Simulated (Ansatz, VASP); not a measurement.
One calculation of Al3Pd, two programs

```
Al Pd
1.0
     3.29205    0.00000    0.00000
    -1.64603    2.85100    0.00000
     0.00000    0.00000    7.87812
Al Pd
3 1
Direct
  0.66667 0.33333 0.00000
  0.66667 0.33333 0.67598
  0.66667 0.33333 0.32402
  0.00000 0.00000 0.50000
```

Alike in both runs: task relaxation of cell and atoms; functional PBE; k mesh 6 × 6 × 2; occupations gaussian, width 0.1 eV; no spin polarisation.

|  | VASP | Ansatz |
| --- | --- | --- |
| version | VASP 6.6.1 | Ansatz 0.2.0 |
| potentials or method | VASP PAW PBE potentials, release 64 (Al, Pd) | scalar-relativistic, plane waves, PAW |
| plane-wave cutoff (eV) | 600 | 420 |
| valence electrons in the cell | 19 | 27 |

```csv
,VASP,Ansatz,Ansatz less VASP
"gap on the k mesh at the Fermi level, each at its own relaxed structure (eV)",none,none,-
relaxed volume (Å³/atom),17.27,17.28,+0.005
relaxed cell length with the largest relative difference (Å),9.203,9.220,+0.0171
energy change over the relaxation (meV/atom),-398,-397,+1.0
```

A gap of «none» marks a metal or a gap that the smearing closes. The two sets of potentials don't hold the same shells in valence.

Caveats: the k mesh is coarse (spacing up to 0.40 Å⁻¹), so the values aren't converged.
